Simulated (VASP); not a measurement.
Ni:

```
CELL_PARAMETERS angstrom
0.00000 1.73500 1.73500
1.73500 0.00000 1.73500
1.73500 1.73500 0.00000
ATOMIC_POSITIONS crystal
Ni 0.00000 0.00000 0.00000
```

The cell was built by a generator and needn't be a form met in nature.

| Property | Result |
| --- | --- |
| Program | VASP 6.6.1 |
| Task | relaxation of cell and atoms |
| Functional | LDA |
| Potentials or basis | VASP PAW LDA potentials, release 64 (Ni) |
| Cutoff | 600 eV |
| k mesh | 20 × 20 × 20 |
| Occupations | methfessel-paxton, width 0.1 eV |
| Spin | collinear spin, ferromagnetic start |
| Starting moments | [0.7] μB |

At the start: pressure -9.4 GPa; volume 10.45 Å³/atom.

Question: Where does the relaxation end?

Answer: Over 4 steps the energy falls by 12.9 meV/atom and the volume is 10.02 Å³/atom (-4.1 %); space group Fm-3m (No. 225, to 0.05 Å); moment 0.61 μB per cell.

The path:
| step | energy change (eV) | largest force (eV/Å) | pressure (GPa) | volume (Å³) |
| --- | --- | --- | --- | --- |
| 1 | 0.0000 | 0.0000 | -9.43 | 10.45 |
| 2 | 0.0072 | 0.0000 | 14.12 | 9.54 |
| 3 | -0.0129 | 0.0000 | -0.10 | 10.03 |
| 4 | -0.0129 | 0.0000 | 0.06 | 10.02 |

Final structure:
```cif
data_structure
_symmetry_space_group_name_H-M 'P 1'
_symmetry_Int_Tables_number 1
_cell_length_a 2.4199
_cell_length_b 2.4199
_cell_length_c 2.4199
_cell_angle_alpha 60.000
_cell_angle_beta 60.000
_cell_angle_gamma 60.000
_cell_volume 10.02
loop_
_atom_site_label
_atom_site_type_symbol
_atom_site_fract_x
_atom_site_fract_y
_atom_site_fract_z
_atom_site_occupancy
Ni1 Ni 0.00000 0.00000 0.00000 1
```
